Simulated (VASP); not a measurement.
# ReB3 (Fm-3m) in VASP: a series of runs, part 2 of 2

VASP 6.6.1. Earlier steps stand in the parts before.

**3. Single point, PBE (random cell by space group and Wyckoff sites (Fm-3m, No. 225))**

File INCAR:

```
SYSTEM = ReB3
  PREC = Accurate
  ENCUT = 520
  EDIFF = 1E-7
  ISMEAR = 0
  SIGMA = 0.1
  LREAL = .FALSE.
  LASPH = .TRUE.
  NELM = 60
  ALGO = Fast
  ISIF = 2
  LWAVE = .FALSE.
  LCHARG = .FALSE.
  GGA = PE
  NBANDS = 16
```

File KPOINTS:

```
Automatic mesh
0
G
  6 6 6
  0 0 0
```

File POSCAR:

```
ReB3
1.0
    0.0000000000      2.5898783100      2.5898783100
    2.5898783100      0.0000000000      2.5898783100
    2.5898783100      2.5898783100      0.0000000000
Re B
1 3
Direct
    0.5000000000      0.5000000000      0.5000000000
    0.2500000000      0.2500000000      0.2500000000
    0.7500000000      0.7500000000      0.7500000000
    0.0000000000      0.0000000000      0.0000000000
```

Potentials or basis: VASP PAW PBE potentials, release 64 (Re, B).

Run with:

```console
cat potpaw_PBE.64/Re/POTCAR potpaw_PBE.64/B/POTCAR > POTCAR
mpirun -np 1 vasp_std > vasp.out
```

OUTCAR:

```text
SYSTEM = ReB3
   PREC = Accurate
   ENCUT = 520
   EDIFF = 1E-7
   ISMEAR = 0
   LREAL = .FALSE.
   LASPH = .TRUE.
   NELM = 60
   ISIF = 2
   GGA = PE

 ion  position               nearest neighbor table
   1  0.500  0.500  0.500-   2 2.24   2 2.24   2 2.24   2 2.24   3 2.24   3 2.24   3 2.24   3 2.24
                             4 2.59   4 2.59   4 2.59   4 2.59   4 2.59   4 2.59
   2  0.250  0.250  0.250-   1 2.24   1 2.24   1 2.24   1 2.24
   3  0.750  0.750  0.750-   1 2.24   1 2.24   1 2.24   1 2.24
   4  0.000  0.000  0.000-   1 2.59   1 2.59   1 2.59   1 2.59   1 2.59   1 2.59

  LATTYP: Found a face centered cubic cell.
 ALAT       =     5.1797566200

  Lattice vectors:

 A1 = (   0.0000000000,   2.5898783100,   2.5898783100)
 A2 = (   2.5898783100,   0.0000000000,   2.5898783100)
 A3 = (   2.5898783100,   2.5898783100,   0.0000000000)

Analysis of symmetry for initial positions (statically):
=====================================================================
 Subroutine PRICEL returns:
 Original cell was already a primitive cell.

 Routine SETGRP: Setting up the symmetry group for a
 face centered cubic supercell.

 Subroutine GETGRP returns: Found 48 space group operations
 (whereof 48 operations were pure point group operations)
 out of a pool of 48 trial point group operations.

The static configuration has the point symmetry O_h .

Analysis of symmetry for dynamics (positions and initial velocities):
=====================================================================
 Subroutine PRICEL returns:
 Original cell was already a primitive cell.

 Routine SETGRP: Setting up the symmetry group for a
 face centered cubic supercell.

 Subroutine GETGRP returns: Found 48 space group operations
 (whereof 48 operations were pure point group operations)
 out of a pool of 48 trial point group operations.

The dynamic configuration has the point symmetry O_h .

 Subroutine INISYM returns: Found 48 space group operations
 (whereof 48 operations are pure point group operations),
 and found     1 'primitive' translations

----------------------------------------------------------------------------------------

                                     Primitive cell

  volume of cell :      34.7431

  direct lattice vectors                    reciprocal lattice vectors
     0.000000000  2.589878310  2.589878310    -0.193059264  0.193059264  0.193059264
     2.589878310  0.000000000  2.589878310     0.193059264 -0.193059264  0.193059264
     2.589878310  2.589878310  0.000000000     0.193059264  0.193059264 -0.193059264

  length of vectors
     3.662641031  3.662641031  3.662641031     0.334388454  0.334388454  0.334388454

  position of ions in fractional coordinates (direct lattice)
     0.500000000  0.500000000  0.500000000
     0.250000000  0.250000000  0.250000000
     0.750000000  0.750000000  0.750000000
     0.000000000  0.000000000  0.000000000

  ion indices of the primitive-cell ions
   primitive index   ion index
                 1           1
                 2           2
                 3           3
                 4           4

----------------------------------------------------------------------------------------

 KPOINTS: Automatic mesh

Automatic generation of k-mesh.
 Grid dimensions read from file:
 generate k-points for:    6    6    6

 Generating k-lattice:

[... 22 lines left out ...]
  0.166667  0.166667  0.000000      6.000000
  0.333333  0.166667  0.000000     24.000000
[... 8 lines left out ...]
 -0.333333  0.333333  0.166667     24.000000
 -0.333333  0.500000  0.166667     12.000000
   k-points           NKPTS =     16   k-points in BZ     NKDIM =     16   number of bands    NBANDS=     16
   number of dos      NEDOS =    301   number of ions     NIONS =      4
   total plane-waves  NPLWV =  21952
   dimension x,y,z NGX =    28 NGY =   28 NGZ =   28
   dimension x,y,z NGXF=    56 NGYF=   56 NGZF=   56
   ions per type =               1   3
   NGX,Y,Z   is equivalent  to a cutoff of  12.71, 12.71, 12.71 a.u.
   NGXF,Y,Z  is equivalent  to a cutoff of  25.42, 25.42, 25.42 a.u.
 SYSTEM =  ReB3
   PREC   = accura    normal or accurate (medium, high low for compatibility)
   ISTART =      0    job   : 0-new  1-cont  2-samecut
   ICHARG =      2    charge: 1-file 2-atom 10-const
   ISPIN  =      1    spin polarized calculation?
   LNONCOLLINEAR =      F non collinear calculations
   LSORBIT =      F    spin-orbit coupling
   LASPH  =      T    aspherical Exc in radial PAW
   ENCUT  =  520.0 eV  38.22 Ry    6.18 a.u.   6.81  6.81  6.81*2*pi/ulx,y,z
   NELM   =     60;   NELMIN=  2; NELMDL= -5     # of ELM steps
   EDIFF  = 0.1E-06   stopping-criterion for ELM
   LREAL  =      F    real-space projection
   EDIFFG = 0.1E-05   stopping-criterion for IOM
   NSW    =      0    number of steps for IOM
   IBRION =     -1    ionic relax: 0-MD 1-quasi-New 2-CG
   NFREE  =      0    steps in history (QN), initial steepest desc. (CG)
   ISIF   =      2    stress and relaxation
   ISYM   =      2    0-nonsym 1-usesym 2-fastsym
   POTIM  = 0.5000    time-step for ionic-motion
   TEBEG  =    0.0;   TEEND  =   0.0 temperature during run
   PSTRESS=    0.0 pullay stress
   NELECT =      16.0000    total number of electrons
   NUPDOWN=      -1.0000    fix difference up-down
   EMIN   =  10.00;   EMAX   =-10.00  energy-range for DOS
   EFERMI =   0.00;   METHOD = LEGACY
   ISMEAR =     0;   SIGMA  =   0.10  broadening in eV -4-tet -1-fermi 0-gaus
   EFERMI_NEDOS =   21; number of points for ismear=-14 and -15
   IALGO  =     68    algorithm
   IMIX   =      4    mixing-type and parameters
     AMIX     =   0.40;   BMIX     =  1.00
     AMIX_MAG =   1.60;   BMIX_MAG =  1.00
  volume/ion in A,a.u.               =       8.69        58.61
  Fermi-wavevector in a.u.,A,eV,Ry     =   1.264228  2.389045 21.745823  1.598273
  Thomas-Fermi vector in A             =   2.397544
   LORBIT       =      0    0 simple, 1 ext, 2 COOP (PROOUT), +10 PAW based schemes
   GGA     = PE    functional components
   LHFCALC =     F    Hartree Fock is set to
   AEXX    =    0.0000 exact exchange contribution
   IVDW    =     0    specifies the selected vdW correction
   LEPSILON=     F    determine dielectric tensor
   LRPA    =     F    only Hartree local field effects (RPA)
 non-spin polarized calculation
 RMM-DIIS sequential band-by-band and
 Gauss-broadening in eV      SIGMA  =   0.10
  energy-cutoff  :      520.00
  volume of cell :       34.74
 maximum number of plane-waves:       960
   NGX = 13   NGY = 13   NGZ = 13

 number of electron      16.0000001 magnetization

 Free energy of the ion-electron system (eV)
  ---------------------------------------------------
  ext. energy  EPLUGINS =         0.00000000
  ---------------------------------------------------
  free energy    TOTEN  =       -27.16526906 eV

  energy without entropy =      -27.14178611  energy(sigma->0) =      -27.15352759

 E-fermi :   8.3506     XC(G=0): -12.9916

 val. band max:        8.3450496056   @ k =  -0.3333   0.3333   0.1667
 cond. band min:       8.3753798117   @ k =  -0.3333   0.3333   0.0000
 fundamental gap:      0.0303302061
 Fermi energy:         8.3505745989

 k-point     1 :       0.0000    0.0000    0.0000
  band No.  band energies     occupation
      1      -6.4183      2.00000
      2       2.2332      2.00000
      3       2.2332      2.00000
      4       2.2332      2.00000
      5       6.6224      2.00000
      6       6.6224      2.00000
[... 281 lines left out ...]
      3      -0.3061      2.00000
      4       1.1341      2.00000
      5       4.1453      2.00000
      6       5.9770      2.00000
[... 8 lines left out ...]
     15      16.3318      0.00000
     16      16.5149      0.00000

------------------------ aborting loop because EDIFF is reached ----------------------------------------

  FORCE on cell =-STRESS in cart. coord.  units (eV):
  Direction    XX          YY          ZZ          XY          YZ          ZX
  --------------------------------------------------------------------------------------
  -------------------------------------------------------------------------------------
  Total        0.6894835      0.6894835      0.6894835     -0.0000000      0.0000000     -0.0000000
  in kB       31.7955545     31.7955545     31.7955545     -0.0000000      0.0000000     -0.0000000
  external PRESSURE =      31.7955545 kB  Pullay stress =       0.0000000 kB

 VOLUME and BASIS-vectors are now :
 -----------------------------------------------------------------------------
  energy-cutoff  :      520.00
  volume of cell :       34.74
      direct lattice vectors                 reciprocal lattice vectors
     0.000000000  2.589878310  2.589878310    -0.193059264  0.193059264  0.193059264
     2.589878310  0.000000000  2.589878310     0.193059264 -0.193059264  0.193059264
     2.589878310  2.589878310  0.000000000     0.193059264  0.193059264 -0.193059264

 POSITION                                       TOTAL-FORCE (eV/Angst)
 -----------------------------------------------------------------------------------
      2.58988      2.58988      2.58988         0.000000      0.000000     -0.000000
      1.29494      1.29494      1.29494         0.000000     -0.000000     -0.000000
      3.88482      3.88482      3.88482        -0.000000     -0.000000      0.000000
      0.00000      0.00000      0.00000         0.000000      0.000000     -0.000000
 -----------------------------------------------------------------------------------
    total drift:                                0.000000      0.000000      0.000000

  FREE ENERGIE OF THE ION-ELECTRON SYSTEM (eV)
  ---------------------------------------------------
  free  energy   TOTEN  =       -27.1652690599 eV

  energy  without entropy=      -27.1417861144  energy(sigma->0) =      -27.15352759
```

stdout:

```text
POSCAR found type information on POSCAR ReB
 POSCAR found :  2 types and       4 ions
 scaLAPACK will be used
 LDA part: xc-table for (Slater+PW92), standard interpolation
 POSCAR, INCAR and KPOINTS ok, starting setup
 FFT: planning ... GRIDC
 FFT: planning ... GRID_SOFT
 FFT: planning ... GRID
 WAVECAR not read
 entering main loop
WARNING in EDDRMM: call to ZHEGV failed, returncode =   8  4     15
```

Wall time 18 s (1 thread of Intel Xeon Platinum 8559C (Emerald Rapids), shared host); peak memory 0.15 GiB.

What came out:

| Item | Value |
| --- | --- |
| Free energy | -27.1653 eV |
| Pressure | 3.2 GPa |
| Band gap on the k mesh | none (metal or under the smearing width) |

Spin-orbit coupling is left out, which matters for the levels of Re.
